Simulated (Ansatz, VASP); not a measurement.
**C (Diamond) in two plane-wave programs**

Wanted: the spread between two codes on one cell, functional and k mesh.

Method: plane waves, with VASP 6.6.1 beside it; single point at LDA, in Ansatz 0.2.0.

### 1. The starting structure

Symmetry: Fd-3m, No. 227, cubic system. Conventional cell: a = 3.567 Å, b = 3.567 Å, c = 3.567 Å, α = 90.00°, β = 90.00°, γ = 90.00°. Nearest to C lie 4 C at 1.54 Å.

As a file:

```xyz
2
Lattice="0.0000 1.7834 1.7834 1.7834 0.0000 1.7834 1.7834 1.7834 0.0000" Properties=species:S:1:pos:R:3 pbc="T T T"
C     2.6751    2.6751    2.6751
C     1.7834    1.7834    1.7834
```

### 2. VASP: single point, LDA

A single point gives forces, pressure and levels at one fixed geometry, so differences don't come from the geometry; what else differs is listed under the comparison.

Lines of VASP's logs that name or quote its potential files are left out, and so is its time.

INCAR

```
SYSTEM = C
PREC = Accurate
ENCUT = 420
EDIFF = 1E-08
NELM = 100
ISMEAR = 0
SIGMA = 0.01
LREAL = .FALSE.
ALGO = Normal
GGA = CA
NBANDS = 10
LORBIT = 11
LWAVE = .TRUE.
LCHARG = .FALSE.
KPAR = 4
```

POSCAR

```
C
1.0
    0.0000000000      1.7833700000      1.7833700000
    1.7833700000      0.0000000000      1.7833700000
    1.7833700000      1.7833700000      0.0000000000
C
2
Direct
    0.7500000000      0.7500000000      0.7500000000
    0.5000000000      0.5000000000      0.5000000000
```

KPOINTS

```
Automatic mesh
0
Gamma
6 6 6
0 0 0
```

PAW data sets: C (PBE family, release 64).

Launch:

```console
mpirun -np 4 vasp_std
```

Numbers of over 12 decimals in the logs are rounded to 6 here.

The program printed:

```text
[banner, memory and clock lines left out]
running    4 mpi-ranks, on    1 nodes
 distrk:  each k-point on    1 cores,    4 groups
 distr:  one band on    1 cores,    1 groups

 POSCAR found type information on POSCAR C
 POSCAR found :  1 types and       2 ions
|                                                                             |
|               ----> ADVICE to this user running VASP <----                  |
|                                                                             |
|     You enforced a specific xc type in the INCAR file but a different       |
|     [... a line on the potential file left out ...]
|     I HOPE YOU KNOW WHAT YOU ARE DOING!                                     |
|                                                                             |

 LDA part: xc-table for (Slater(with rela. corr.)+CA(PZ))
 , standard interpolation
 POSCAR, INCAR and KPOINTS ok, starting setup
 FFT: planning ... GRIDC
 FFT: planning ... GRID_SOFT
 FFT: planning ... GRID
 WAVECAR not read
 entering main loop
       N       E                     dE             d eps       ncg     rms          rms(c)
DAV:   1    -0.701497444711E+01   -0.70150E+01   -0.41268E+03   354   0.635E+02
DAV:   2    -0.208171891555E+02   -0.13802E+02   -0.13574E+02   430   0.111E+02
DAV:   3    -0.210146114687E+02   -0.19742E+00   -0.19707E+00   372   0.999E+00
DAV:   4    -0.210149398428E+02   -0.32837E-03   -0.32837E-03   350   0.506E-01
DAV:   5    -0.210149401689E+02   -0.32606E-06   -0.32608E-06   372   0.148E-02    0.556E+00
DAV:   6    -0.204519419815E+02    0.56300E+00   -0.31770E-01   328   0.414E+00    0.324E+00
DAV:   7    -0.202540306574E+02    0.19791E+00   -0.37691E-01   340   0.452E+00    0.712E-01
DAV:   8    -0.202538043476E+02    0.22631E-03   -0.72515E-03   334   0.746E-01    0.245E-02
DAV:   9    -0.202537949679E+02    0.93797E-05   -0.27062E-05   352   0.423E-02    0.183E-02
DAV:  10    -0.202537964797E+02   -0.15118E-05   -0.15383E-06   356   0.107E-02    0.410E-03
DAV:  11    -0.202537964342E+02    0.45510E-07   -0.52733E-08   374   0.187E-03    0.618E-04
DAV:  12    -0.202537964295E+02    0.46389E-08   -0.10312E-09   186   0.309E-04
   1 F= -.20253796E+02 E0= -.20253796E+02  d E =-.143167E-17
 writing wavefunctions
```

From OUTCAR (step 2):

```text
ion  position               nearest neighbor table
   1  0.750  0.750  0.750-   2 1.54   2 1.54   2 1.54   2 1.54
   2  0.500  0.500  0.500-   1 1.54   1 1.54   1 1.54   1 1.54

  LATTYP: Found a face centered cubic cell.
 ALAT       =     3.5667400000

 Subroutine GETGRP returns: Found 48 space group operations
 (whereof 24 operations were pure point group operations)

The static configuration has the point symmetry T_d .
 The point group associated with its full space group is O_h .

 Found     16 irreducible k-points:

   k-points           NKPTS =     16   k-points in BZ     NKDIM =     16   number of bands    NBANDS=     10

   dimension x,y,z NGX =    18 NGY =   18 NGZ =   18
   dimension x,y,z NGXF=    36 NGYF=   36 NGZF=   36

   ENCUT  =  420.0 eV  30.87 Ry    5.56 a.u.   4.21  4.21  4.21*2*pi/ulx,y,z

   NELECT =       8.0000    total number of electrons

 k-points in reciprocal lattice and weights: Automatic mesh
   0.00000000  0.00000000  0.00000000       0.005
   0.16666667  0.00000000  0.00000000       0.037
   0.33333333  0.00000000  0.00000000       0.037
   0.50000000  0.00000000  0.00000000       0.019
   0.16666667  0.16666667  0.00000000       0.028
   0.33333333  0.16666667  0.00000000       0.111
   0.50000000  0.16666667  0.00000000       0.111
  -0.33333333  0.16666667  0.00000000       0.111
  -0.16666667  0.16666667  0.00000000       0.056
[...]
-0.33333333  0.33333333  0.16666667       0.111
  -0.33333333  0.50000000  0.16666667       0.056

 average (electrostatic) potential at core
       1 -45.3661       2 -45.3661

 E-fermi :   9.5718

 k-point     1 :       0.0000    0.0000    0.0000
  band No.  band energies     occupation
      1     -11.8265      2.00000
      2       9.5155      2.00000
      3       9.5155      2.00000
      4       9.5155      2.00000
      5      15.0484      0.00000
      6      15.0484      0.00000
      7      15.0484      0.00000
      8      23.0688      0.00000
      9      28.5028      0.00000
    ...

 k-point     2 :       0.1667    0.0000    0.0000
  band No.  band energies     occupation
      1     -11.0603      2.00000
      2       5.7787      2.00000
      3       8.4835      2.00000
      4       8.4835      2.00000
      5      16.3894      0.00000
      6      16.3894      0.00000
      7      16.9002      0.00000
      8      23.5825      0.00000
      9      29.4743      0.00000
    ...

 k-point     3 :       0.3333    0.0000    0.0000
  band No.  band energies     occupation
      1      -8.8086      2.00000
      2       0.1901      2.00000
      3       7.1879      2.00000
      4       7.1879      2.00000
      5      17.7257      0.00000
      6      17.7257      0.00000
      7      18.1920      0.00000
      8      24.6000      0.00000
      9      30.1739      0.00000
    ...

  Total       -0.9967409     -0.9967409     -0.9967409     -0.0000000     -0.0000000     -0.0000000
  in kB     -140.7791985   -140.7791985   -140.7791985     -0.0000000     -0.0000000     -0.0000000
  external PRESSURE =    -140.7791985 kB  Pullay stress =       0.0000000 kB

  energy-cutoff  :      420.00
  volume of cell :       11.34
      direct lattice vectors                 reciprocal lattice vectors
     0.000000000  1.783370000  1.783370000    -0.280368067  0.280368067  0.280368067
     1.783370000  0.000000000  1.783370000     0.280368067 -0.280368067  0.280368067
     1.783370000  1.783370000  0.000000000     0.280368067  0.280368067 -0.280368067

 POSITION                                       TOTAL-FORCE (eV/Angst)
 -----------------------------------------------------------------------------------
      2.67505      2.67505      2.67505        -0.000000     -0.000000     -0.000000
      1.78337      1.78337      1.78337         0.000000      0.000000      0.000000
 -----------------------------------------------------------------------------------
    total drift:                                0.000000     -0.000000      0.000000

  FREE ENERGIE OF THE ION-ELECTRON SYSTEM (eV)
  ---------------------------------------------------
  free  energy   TOTEN  =       -20.2537964295 eV

  energy  without entropy=      -20.2537964295  energy(sigma->0) =      -20.25379643

 total charge
# of ion       s       p       d       tot
------------------------------------------
    1        0.814   1.756   0.000   2.570
    2        0.814   1.756   0.000   2.570
--------------------------------------------------
tot          1.628   3.511   0.000   5.140

[... 3 further parts left out ...]
```

The PAW data sets were made with PBE, though LDA sets exist; this is a small mismatch.

### 3. Ansatz: single point, LDA

Ansatz runs on its default PAW (the set named soft_2) files.

The same cell, functional (in two slightly different forms), mesh and smearing now go to Ansatz, which takes its cutoff from its data sets.

input.yaml

```yaml
crystal:
  lattice:
    - [0.0, 1.78337, 1.78337]
    - [1.78337, 0.0, 1.78337]
    - [1.78337, 1.78337, 0.0]
  atoms:
    - { symbol: C, position: [0.75, 0.75, 0.75] }
    - { symbol: C, position: [0.5, 0.5, 0.5] }
hamiltonian:
  xc: lda
  pseudopotentials: { kind: paw }
kpoints:
  mp_grid: { grid: [6, 6, 6] }
scf:
  occupations: { method: gaussian, width: 0.01 }
  n_extra_bands: 4
output:
  forces: true
  stress: true
  eigenvalues: true
  write_density: true
  write_potential: true
  elf: true
  volumetric_format: npy
```

Launch:

```console
ansatz run input.yaml --threads 2 --pin off --max-ram 4608MiB --backend cpu --events-out ev --progress --plain --runs-dir out
```

The program printed:

```text
scf.n_extra_bands = 4 over 4 filled bands (N_el = 8.0): the run solves 8 bands
Engine: ansatz 0.2.0, aarch64-unknown-linux-gnu
Pseudopotentials: kind: paw
Pseudopotential: C, paw, valence charge 4, recommended cutoff 420 eV (normal), C.paw.azcp
Functional definition: SPW92
  exchange = slater_x
  correlation = pw_c
Crystal: 2 atoms, lattice volume = 11.344 Å³
Basis set: ecut = 420 eV, 229 PW (Γ)
Bands: 8, of which v1, the nominal top of the filled ones, is band 4 counted from 1 (3 counted from 0)
Symmetry: 48 space group operations
Space group: Fd-3m (ITA 227), of the structure as read, at distance tolerance 2.2e-5 Å
k-points: 16 of 216
Non-local potential: C, projectors of the file, l = 0: 2, l = 1: 2, l = 2: 1
PAW form: soft (Blöchl's): semilocal exchange-correlation on the pseudo side does not see the compensation charge
PAW frozen core: C, regenerated for the run's functional, and the local potential with it (the file was generated under x = pbe(κ = 0.804, μ = 0.219515), c = pbe(β = 0.066725))
PAW one-centre angular grid: C, 110 points (default); XC on 64 Gauss nodes
Initial density: superposition of atomic densities (neutral atoms: chi_scale 0, normalization atom), corrected by the library's trained network
Initial wavefunctions: pseudopotential atomic-orbital guess
Functional: x = slater, c = lda
SCF iter   1: F=—  HF=-485.962702 eV  |F-HF|=—  |Δ(HF+E_count)|=         —  Δρ=7.10e-3  dr2=1.91e-3  ethr=1.77e-3  ⟨swp⟩=5.1  Hψ=834  notcnv=0
preconditioner: auto → none  [insulator: Δε(μ)=4.122 eV  Ē_g=19.484 eV  σ=0.010 eV  W_gap=1.00  n_scr=0 (ndim 8)  ℏωp=31.2 eV  f_vac=0.000  D(μ)=0.00/eV (n_scr^D=0)  ε∞_Penn≈3.6]
SCF iter   2: F=—  HF=-485.962213 eV  |F-HF|=—  |Δ(HF+E_count)|=   4.89e-4  Δρ=3.33e-3  dr2=4.25e-4  ethr=2.39e-5  ⟨swp⟩=1.8  Hψ=278  notcnv=0
SCF iter   3: F=—  HF=-485.962094 eV  |F-HF|=—  |Δ(HF+E_count)|=   1.19e-4  Δρ=1.04e-4  dr2=1.13e-6  ethr=5.31e-6  ⟨swp⟩=2.0  Hψ=189  notcnv=0
SCF iter   4: F=—  HF=-485.962093 eV  |F-HF|=—  |Δ(HF+E_count)|=   1.16e-6  Δρ=2.09e-5  dr2=2.59e-8  ethr=1.41e-8  ⟨swp⟩=2.6  Hψ=190  notcnv=0
iter 5 did not close the SCF: its close was put off for the readings that it lacked (scf_convergence_deferred on its scf_iter line)
SCF iter   5: F=-485.962093 eV  HF=-485.962093 eV  |F-HF|=5.61e-10  |Δ(HF+E_count)|=   2.97e-9  Δρ=3.63e-6  dr2=9.46e-10  ethr=3.24e-10  ⟨swp⟩=2.8  Hψ=196  notcnv=0
SCF iter   6: F=-485.962093 eV  HF=-485.962093 eV  |F-HF|=4.83e-12  |Δ(HF+E_count)|=  4.32e-10  Δρ=5.92e-7  dr2=1.33e-11  ethr=1.18e-11  ⟨swp⟩=3.7  Hψ=530  notcnv=0
SCF 1 converged in 6 iterations: F = -485.962093 eV  dr2 = 1.33e-11
  greatest PAW one-centre occupation: 0.635 electrons in one spin orbital (limit 2), on the C atom at site 1 (counted from 0), in its partial waves of l = 0
SCF converged after 6 iterations
Free energy (F): -485.962093 eV
Harris-Foulkes:  -485.962093 eV  (|F-HF|=4.83e-12)
Internal energy: -485.962093 eV  (E = F + TS)
E sigma→0 (E₀):  -485.962093 eV
Fermi energy:    15.128056 eV
--- Per-component energies (eV) ---
  E_band       = 33.252482
  E_kinetic    = 184.495228
  E_local      = -124.388539  (includes V_loc(G=0)·N_el)
  E_nonlocal   = 55.362717
  E_hartree    = 26.579797
  E_xc         = -96.662815
  E_vxc        = -120.320630  (∫ρ·V_xc dr)
  E_paw        = -183.512803  (= ΣΔE_a)
  E_vpaw       = -15.055888  (= ΣTr[D̂ρ^β])
  E_aug_tail   = 0.000021  (compensation charges beyond the density's cutoff)
  E_ewald      = -347.961363
  E_core_change = 0.125665  (= ΣΔE_core)
  E_smearing   = -0.000000  (= −TS)
  E_closure    = 0.000000  (closes the sum)
  Σ components = -485.962093   (vs F -485.962093, Δ=0.00e0)
--- Forces (eV/Å), atoms counted from 1 ---
  atom   1  C     -0.00000000    -0.00000000     0.00000000
  atom   2  C      0.00000000     0.00000000    -0.00000000
  max |Σ_I F_I| component: 3.70e-17 eV/Å
--- Stress (GPa, compression-positive) ---
      -13.076908      -0.000000       0.000000
        0.000000     -13.076908       0.000000
       -0.000000       0.000000     -13.076908
  P = ⅓ Tr σ = -13.0769 GPa (-130.769 kbar)
--- Band table (eV; the first three rows and the last of 16) ---
  k-point 0: bands = ["-8.2635", "13.0655", "13.0655", "13.0655", "18.6039", "18.6039", "18.6039", "26.5627"]
  k-point 1: bands = ["-7.4975", "9.3416", "12.0407", "12.0407", "19.9369", "19.9369", "20.4389", "27.0789"]
  k-point 2: bands = ["-5.2461", "3.7555", "10.7466", "10.7466", "21.2704", "21.2704", "21.7256", "28.1033"]
  k-point 15: bands = ["1.0138", "1.0138", "5.2295", "5.2295", "21.2022", "21.2022", "27.4588", "27.4588"]
```

The job ended after 0.79 s (2 threads of Arm Neoverse V1, shared host; peak memory 0.23 GiB).

In the SCF lines HF is the Harris–Foulkes energy and dr2 the Hartree energy of the density residual, in eV; the loop may stop once dr2 is under the threshold and the program's other checks hold. Hψ counts applications of the Hamiltonian.

The run ends at a pressure of -13.08 GPa.

### 4. Comparison

Known differences besides the potentials themselves: the two LDA forms differ slightly; Ansatz makes its cores anew for this functional, VASP keeps those of its PBE data sets; VASP's log shows a relativistic correction to its local exchange, Ansatz's none. Total energies have different zeros and are not compared.

Both answers:

```csv
quantity,Ansatz,VASP,difference
pressure (GPa),-13.08,-14.08,+1.00
pressure without Ansatz's Pulay correction (GPa),-14.37,-14.08,-0.29
gap on the k mesh (eV),4.125,4.113,+0.012
```

A gap on the mesh is an upper bound, since the band edges may lie between its points. Ansatz's pressure holds a Pulay correction of 1.29 GPa; VASP's holds none.

### 5. What the set-up changes

Further runs change the set-up of one program: Ansatz's method, potentials or start, or VASP's data sets, cutoff or form of LDA. The table gives Ansatz less VASP for each quantity, since a change that brings one quantity closer may part another.

```csv
run,pressure (GPa),gap on the k mesh (eV),pressure without Ansatz's Pulay correction (GPa)
as above,1.0,0.012,-0.29
cores kept as stored,1.6,0.011,0.25
Ansatz's larger PAW set (cutoff 800 eV),1.2,0.014,1.1
norm-conserving potentials (cutoff 1116 eV),3.2,0.047,3.0
```

### 6. Results

```
difference in pressure (single point, LDA) : 1.0 GPa
```

The difference in pressure is 1.0 GPa (single point, LDA), at about the 1 GPa picked in this series as the mark of a large difference. Single point, LDA, cores kept as stored: the difference in pressure goes from 1.0 to 1.6 GPa; the difference in pressure without Ansatz's Pulay correction goes from -0.29 to 0.25 GPa. Single point, LDA, Ansatz's larger PAW set (cutoff 800 eV): the difference in pressure without Ansatz's Pulay correction goes from -0.29 to 1.1 GPa. Single point, LDA, norm-conserving potentials (cutoff 1116 eV): the difference in pressure goes from 1.0 to 3.2 GPa; the difference in gap on the k mesh goes from 0.012 to 0.047 eV; the difference in pressure without Ansatz's Pulay correction goes from -0.29 to 3.0 GPa. Such differences can come from data sets, numerical settings and the points named under the comparisons, not from the functional's error against experiment.

[Lines on the potential files, build, host, timing and source positions are cut from VASP's logs without a mark.]

[Logs are printed without paths, hosts, clocks, repeated set-up lines and the standing remarks that a program may print on its own settings, such as how far it seeks lower states.]

[Hosts, paths, dates, database ids (printed as entryN), source tags and the programs' standing remarks are cut or masked in the printed files.]

[VASP's PBE data sets in a run with another functional are called a small mismatch above; for pressures it isn't always small: they can move by 1 GPa and more.]
